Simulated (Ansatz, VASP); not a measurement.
# AlN (AlN (P6_3mc)): VASP beside Ansatz, part 2 of 2

Aim: how closely do two programs agree when they are given the same cell, functional and k mesh? The cell is taken from a series of runs on this material, whose earlier steps may have relaxed, scaled, displaced or heated it; both programs get it as it stands.

VASP 6.6.1 and Ansatz 0.2.0.

So far: Starting point; Ansatz: single point, HSE06.

## (3) VASP: single point, HSE06

Level of this step: HSE06; plane waves and PAW (Al, N) (VASP).

The same cell, functional, mesh and smearing now go to VASP, with its own data sets.

Lines of VASP's logs that name or quote its potential files are left out, and so is its time.

The run reads the wave functions of an earlier VASP run, which isn't shown here.

Input file INCAR:

```
SYSTEM = AlN
PREC = Accurate
ENCUT = 520
EDIFF = 1E-06
NELM = 100
ISMEAR = -1
SIGMA = 0.01
LREAL = .FALSE.
ALGO = Normal
LHFCALC = .TRUE.
AEXX = 0.25
GGA = PE
HFSCREEN = 0.208
LASPH = .TRUE.
NBANDS = 48
PRECFOCK = Fast
LORBIT = 11
LWAVE = .FALSE.
LCHARG = .FALSE.
ISIF = 2
```

Input file POSCAR:

```
AlN
1.0
   -4.6953534000      2.7108635500      5.0180069600
    4.6953534000     -2.7108635500      5.0180069600
    1.5651178000      2.7108635500     -5.0180069600
Al N
8 8
Direct
    0.3329483270      0.1662816600      0.5000000000
    0.3329483270      0.6662816600      0.0000000000
    0.8329483270      0.1662816600      0.0000000000
    0.8329483270      0.6662816600      0.5000000000
    0.4162816600      0.0829483270      0.0000000000
    0.4162816600      0.5829483270      0.5000000000
    0.9162816600      0.0829483270      0.5000000000
    0.9162816600      0.5829483270      0.0000000000
    0.0237183400      0.3570516730      0.0000000000
    0.0237183400      0.8570516730      0.5000000000
    0.5237183400      0.3570516730      0.5000000000
    0.5237183400      0.8570516730      0.0000000000
    0.1070516730      0.2737183400      0.5000000000
    0.1070516730      0.7737183400      0.0000000000
    0.6070516730      0.2737183400      0.0000000000
    0.6070516730      0.7737183400      0.5000000000
```

Input file KPOINTS:

```
Automatic mesh
0
Gamma
2 2 2
0 0 0
```

The projector-augmented-wave data sets are Al and N (PBE family, release 64).

The run is started by

```console
> export OMP_NUM_THREADS=4
> mpirun -np 1 vasp_std
```

Numbers of over 12 decimals in the logs are rounded to 6 here.

The program printed:

```text
[banner, memory and clock lines left out]
running    1 mpi-ranks, on    1 nodes
 distrk:  each k-point on    1 cores,    1 groups
 distr:  one band on    1 cores,    1 groups
 Offloading initialized ...    1 GPUs detected
 POSCAR found type information on POSCAR AlN
 POSCAR found :  2 types and      16 ions
 LDA part: xc-table for (Slater+PW92), standard interpolation
 found WAVECAR, reading the header
 POSCAR, INCAR and KPOINTS ok, starting setup
 FFT: planning ... GRIDC
 FFT: planning ... GRID_SOFT
 FFT: planning ... GRID
 reading WAVECAR
 the WAVECAR file was read successfully
 initial charge from wavefunction
 entering main loop
       N       E                     dE             d eps       ncg     rms          rms(c)
DAV:   1    -0.139384691826E+03   -0.13938E+03   -0.37475E+00   616   0.784E+00    0.234E+01
DAV:   2    -0.139412070513E+03   -0.27379E-01   -0.95794E-02   568   0.149E+00    0.163E+01
DAV:   3    -0.139407632405E+03    0.44381E-02   -0.21149E-03   568   0.224E-01    0.100E+01
DAV:   4    -0.139405886336E+03    0.17461E-02   -0.73910E-04   568   0.103E-01    0.594E+00
DAV:   5    -0.139405357313E+03    0.52902E-03   -0.17017E-04   568   0.528E-02    0.347E+00
DAV:   6    -0.139405170624E+03    0.18669E-03   -0.45305E-05   592   0.340E-02    0.200E+00
DAV:   7    -0.139405110493E+03    0.60131E-04   -0.16599E-05   552   0.218E-02    0.116E+00
DAV:   8    -0.139405092152E+03    0.18341E-04   -0.56130E-06   536   0.121E-02    0.665E-01
DAV:   9    -0.139405087105E+03    0.50478E-05   -0.17015E-06   328   0.693E-03    0.390E-01
DAV:  10    -0.139405085744E+03    0.13605E-05   -0.11359E-06   264   0.548E-03    0.223E-01
DAV:  11    -0.139405085729E+03    0.15265E-07   -0.41692E-07   264   0.314E-03
   1 F= -.13940509E+03 E0= -.13940509E+03  d E =-.898209E-12
```

Parts of OUTCAR (step 3):

```text
ion  position               nearest neighbor table
   1  0.333  0.166  0.500-  14 1.90  15 1.90  13 1.90  11 1.91   8 3.09   5 3.09   8 3.09   5 3.09
                             6 3.09   7 3.09   2 3.13   2 3.13   4 3.13   3 3.13   3 3.13   4 3.13
   2  0.333  0.666  0.000-  13 1.90  16 1.90  14 1.90  12 1.91   7 3.09   6 3.09   7 3.09   6 3.09
                             5 3.09   8 3.09   1 3.13   1 3.13   3 3.13   4 3.13   4 3.13   3 3.13
   3  0.833  0.166  0.000-  16 1.90  13 1.90  15 1.90   9 1.91   6 3.09   7 3.09   6 3.09   7 3.09
                             5 3.09   8 3.09   4 3.13   4 3.13   1 3.13   2 3.13   1 3.13   2 3.13
   4  0.833  0.666  0.500-  15 1.90  14 1.90  16 1.90  10 1.91   5 3.09   8 3.09   5 3.09   8 3.09
                             7 3.09   6 3.09   3 3.13   3 3.13   2 3.13   1 3.13   2 3.13   1 3.13
   5  0.416  0.083  0.000-  11 1.90  10 1.90  12 1.90  15 1.91   4 3.09   1 3.09   1 3.09   4 3.09
                             2 3.09   3 3.09   6 3.13   6 3.13   7 3.13   8 3.13   7 3.13   8 3.13
   6  0.416  0.583  0.500-  12 1.90   9 1.90  11 1.90  16 1.91   3 3.09   2 3.09   2 3.09   3 3.09
                             1 3.09   4 3.09   5 3.13   5 3.13   8 3.13   7 3.13   8 3.13   7 3.13
   7  0.916  0.083  0.500-   9 1.90  12 1.90  10 1.90  13 1.91   2 3.09   3 3.09   3 3.09   2 3.09
                             1 3.09   4 3.09   8 3.13   8 3.13   6 3.13   5 3.13   5 3.13   6 3.13
   8  0.916  0.583  0.000-  10 1.90  11 1.90   9 1.90  14 1.91   1 3.09   4 3.09   4 3.09   1 3.09
                             3 3.09   2 3.09   7 3.13   7 3.13   5 3.13   6 3.13   6 3.13   5 3.13
   9  0.024  0.357  0.000-   7 1.90   6 1.90   8 1.90   3 1.91
  10  0.024  0.857  0.500-   8 1.90   5 1.90   7 1.90   4 1.91
  11  0.524  0.357  0.500-   5 1.90   8 1.90   6 1.90   1 1.91
  12  0.524  0.857  0.000-   6 1.90   7 1.90   5 1.90   2 1.91
  13  0.107  0.274  0.500-   2 1.90   3 1.90   1 1.90   7 1.91
  14  0.107  0.774  0.000-   1 1.90   4 1.90   2 1.90   8 1.91
  15  0.607  0.274  0.000-   4 1.90   1 1.90   3 1.90   5 1.91
  16  0.607  0.774  0.500-   3 1.90   2 1.90   4 1.90   6 1.91

  LATTYP: Found a face centered orthorhombic cell.
 ALAT       =     6.2604712010
 B/A-ratio  =     1.6030764455
 C/A-ratio  =     1.7320508074

 Subroutine GETGRP returns: Found  4 space group operations
 (whereof  2 operations were pure point group operations)

The static configuration has the point symmetry C_1h.
 The point group associated with its full space group is C_2v.

 Found      5 irreducible k-points:

   k-points           NKPTS =      5   k-points in BZ     NKDIM =      8   number of bands    NBANDS=     48

   dimension x,y,z NGX =    56 NGY =   56 NGZ =   48
   dimension x,y,z NGXF=   112 NGYF=  112 NGZF=   96

   ENCUT  =  520.0 eV  38.22 Ry    6.18 a.u.  13.74 13.74 11.00*2*pi/ulx,y,z

   NELECT =      64.0000    total number of electrons

 k-points in reciprocal lattice and weights: Automatic mesh
   0.00000000  0.00000000  0.00000000       0.125
   0.50000000  0.00000000  0.00000000       0.500
   0.50000000  0.50000000  0.00000000       0.125
   0.00000000  0.00000000  0.50000000       0.125
   0.50000000  0.50000000  0.50000000       0.125

  exchange ACFDT corr.  =         0.00000000  see jH, gK, PRB 81, 115126

 average (electrostatic) potential at core
       1 -67.9888       2 -67.9888       3 -67.9888       4 -67.9888       5 -67.9888
       6 -67.9888       7 -67.9888       8 -67.9888       9 -55.1000      10 -55.1000
      11 -55.1000      12 -55.1000      13 -55.1000      14 -55.1000      15 -55.1000
      16 -55.1000

 E-fermi :   5.3189

 k-point     1 :       0.0000    0.0000    0.0000
  band No.  band energies     occupation
    ...
     28       4.1280      2.00000
     29       4.3093      2.00000
     30       4.8421      2.00000
     31       4.8444      2.00000
     32       5.0688      2.00000
     33      10.4581      0.00000
     34      11.6395      0.00000
     35      11.6395      0.00000
     36      11.6395      0.00000
     37      11.6395      0.00000
    ...

 k-point     2 :       0.5000    0.0000    0.0000
  band No.  band energies     occupation
    ...
     28       4.1048      2.00000
     29       4.3813      2.00000
     30       4.3813      2.00000
     31       4.4043      2.00000
     32       4.4043      2.00000
     33      12.3854      0.00000
     34      12.3854      0.00000
     35      12.5662      0.00000
     36      12.5662      0.00000
     37      13.7437      0.00000
    ...

 k-point     3 :       0.5000    0.5000    0.0000
  band No.  band energies     occupation
    ...
     28       4.0149      2.00000
     29       4.5975      2.00000
     30       4.5975      2.00000
     31       4.6139      2.00000
     32       4.6139      2.00000
     33      12.5497      0.00000
     34      12.5497      0.00000
     35      13.0539      0.00000
     36      13.0539      0.00000
     37      13.0539      0.00000
    ...

  Total       -5.6816904     -5.7489549     -6.1783974     -0.0582528      0.0000000      0.0000000
  in kB      -53.4456311    -54.0783642    -58.1179768     -0.5479629      0.0000000      0.0000000
  external PRESSURE =     -55.2139907 kB  Pullay stress =       0.0000000 kB

  energy-cutoff  :      520.00
  volume of cell :      170.32
      direct lattice vectors                 reciprocal lattice vectors
    -4.695353400  2.710863550  5.018006960     0.000000000  0.184443072  0.099641153
     4.695353400 -2.710863550  5.018006960     0.159732386  0.092221536  0.099641153
     1.565117800  2.710863550 -5.018006960     0.159732386  0.276664607  0.000000000

 POSITION                                       TOTAL-FORCE (eV/Angst)
 -----------------------------------------------------------------------------------
     -0.00000      1.80724     -0.00386         0.002791     -0.001611     -0.007148
      1.56512     -0.90362      5.01414         0.002791     -0.001611     -0.007148
     -3.13024      1.80724      5.01414         0.002791     -0.001611     -0.007148
     -0.00000      1.80724      5.01414         0.002791     -0.001611     -0.007148
     -1.56512      0.90362      2.50514        -0.002791      0.001611     -0.007148
      1.56512      0.90362      2.50514        -0.002791      0.001611     -0.007148
     -3.13024      3.61448      2.50514        -0.002791      0.001611     -0.007148
     -1.56512      0.90362      7.52315        -0.002791      0.001611     -0.007148
      1.56512     -0.90362      1.91071         0.013812     -0.007974      0.007148
      4.69535     -0.90362      1.91071         0.013812     -0.007974      0.007148
     -0.00000      1.80724      1.91071         0.013812     -0.007974      0.007148
      1.56512     -0.90362      6.92871         0.013812     -0.007974      0.007148
      1.56512      0.90362     -0.59830        -0.013812      0.007974      0.007148
      3.13024     -1.80724      4.41971        -0.013812      0.007974      0.007148
     -1.56512      0.90362      4.41971        -0.013812      0.007974      0.007148
      1.56512      0.90362      4.41971        -0.013812      0.007974      0.007148
 -----------------------------------------------------------------------------------
    total drift:                                0.000036      0.000062      0.001954

  FREE ENERGIE OF THE ION-ELECTRON SYSTEM (eV)
  ---------------------------------------------------
  free  energy   TOTEN  =      -139.4050857288 eV

  energy  without entropy=     -139.4050857288  energy(sigma->0) =     -139.40508573

 total charge
# of ion       s       p       d       tot
------------------------------------------
    1        0.415   0.445   0.000   0.861
    2        0.415   0.445   0.000   0.861
    3        0.415   0.445   0.000   0.861
    4        0.415   0.445   0.000   0.861
    5        0.415   0.445   0.000   0.861
    6        0.415   0.445   0.000   0.861
    7        0.415   0.445   0.000   0.861
    8        0.415   0.445   0.000   0.861
    9        1.220   2.640   0.000   3.859
   10        1.220   2.640   0.000   3.859
   11        1.220   2.640   0.000   3.859
   12        1.220   2.640   0.000   3.859
   13        1.220   2.640   0.000   3.859
   14        1.220   2.640   0.000   3.859
   15        1.220   2.640   0.000   3.859
   16        1.220   2.640   0.000   3.859
--------------------------------------------------
tot         13.079  24.680   0.000  37.759

[... 2 further parts left out ...]
```

The run ends at a pressure of -5.52 GPa, with forces up to 0.017 eV/Å.

## (4) Differences

Known differences besides the potentials themselves: exact exchange at q = 0 is treated differently, which shows on coarse meshes; VASP keeps PBE cores, Ansatz makes them for the functional; the cutoff is 420 eV in Ansatz and 520 eV in VASP; VASP takes a coarser grid for exact exchange (PRECFOCK = Fast). Total energies have different zeros and are not compared.

Both answers:

```
              quantity  Ansatz   VASP  difference
gap on the k mesh (eV)   5.394  5.389      +0.004
```

At this near-relaxed geometry the largest component of a force difference is 3 meV/Å. A gap on the mesh is an upper bound, since the band edges may lie between its points.

## (5) What came out

```json
{
  "difference in gap on the k mesh (single point, HSE06)": "0.0043 eV"
}
```

What this shows: The difference in gap on the k mesh is 0.0043 eV (single point, HSE06), within the 0.08 eV picked in this series as the mark of a large difference. Such differences can come from data sets, numerical settings and the points named under the comparisons, not from the functional's error against experiment.

[Lines on the potential files, build, host, timing and source positions are cut from VASP's logs without a mark.]

[Logs are printed without paths, hosts, clocks, repeated set-up lines and the standing remarks that a program may print on its own settings, such as how far it seeks lower states.]

[Hosts, paths, dates, database ids (printed as entryN), source tags and the programs' standing remarks are cut or masked in the printed files.]
